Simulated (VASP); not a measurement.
A convergence study with VASP on Cu (fcc): a few settings are varied, all else stays as given below, so the limit is that of these other settings. The cell's lengths are 1 % over those of the tabulated start, so it is off equilibrium.

```xyz
1
Lattice="0.0000 1.8231 1.8231 1.8231 0.0000 1.8231 1.8231 1.8231 0.0000" Properties=species:S:1:pos:R:3 pbc="T T T"
Cu     0.0000     0.0000     0.0000
```

Calculation: LDA (Ceperley-Alder, Perdew-Zunger), VASP's LDA PAW potentials (set 64) (plane waves; VASP 6.6.1). The last row used: 550 eV cut-off, 14×14×14 Γ-centred mesh, first-order Methfessel-Paxton smearing of 0.10 eV, potentials Cu.

| setting | E (eV/atom) | pressure (GPa) | electronic steps |
|---|---|---|---|
| ALGO = Normal, EDIFF = 1E-2 | -4.6487 | -12.58 | 9 |
| ALGO = Normal, EDIFF = 1E-3 | -4.6488 | -15.29 | 10 |
| ALGO = Normal, EDIFF = 1E-4 | -4.6488 | -15.25 | 10 |
| ALGO = Normal, EDIFF = 1E-5 | -4.6488 | -14.97 | 10 |
| ALGO = Normal, EDIFF = 1E-6 | -4.6488 | -14.57 | 12 |
| ALGO = Normal, EDIFF = 1E-7 | -4.6488 | -14.57 | 12 |
| ALGO = Normal, EDIFF = 1E-8 | -4.6488 | -14.58 | 13 |
| ALGO = Normal, EDIFF = 1E-9 | -4.6488 | -14.57 | 13 |
| ALGO = Fast, EDIFF = 1E-2 | -4.6500 | 40.15 | 8 |
| ALGO = Fast, EDIFF = 1E-3 | -4.6488 | -14.41 | 10 |
| ALGO = Fast, EDIFF = 1E-4 | -4.6488 | -20.62 | 11 |
| ALGO = Fast, EDIFF = 1E-5 | -4.6488 | -14.51 | 13 |
| ALGO = Fast, EDIFF = 1E-6 | -4.6488 | -14.28 | 14 |
| ALGO = Fast, EDIFF = 1E-7 | -4.6488 | -14.45 | 15 |
| ALGO = Fast, EDIFF = 1E-8 | -4.6488 | -14.56 | 17 |
| ALGO = Fast, EDIFF = 1E-9 | -4.6488 | -14.56 | 17 |
| ALGO = All, EDIFF = 1E-2 | -4.6466 | -13.09 | 10 |
| ALGO = All, EDIFF = 1E-3 | -4.6488 | -13.62 | 12 |
| ALGO = All, EDIFF = 1E-4 | -4.6488 | -14.52 | 13 |
| ALGO = All, EDIFF = 1E-5 | -4.6488 | -14.53 | 14 |
| ALGO = All, EDIFF = 1E-6 | -4.6488 | -14.61 | 15 |
| ALGO = All, EDIFF = 1E-7 | -4.6488 | -14.58 | 17 |
| ALGO = All, EDIFF = 1E-8 | -4.6488 | -14.57 | 18 |
| ALGO = All, EDIFF = 1E-9 | -4.6488 | -14.58 | 21 |

Left out are rungs that failed or repeat a setting and relaxations that didn't move; long series are thinned to 24 rows.

The compound is Cu in the fcc structure. The cell was not relaxed at this level.
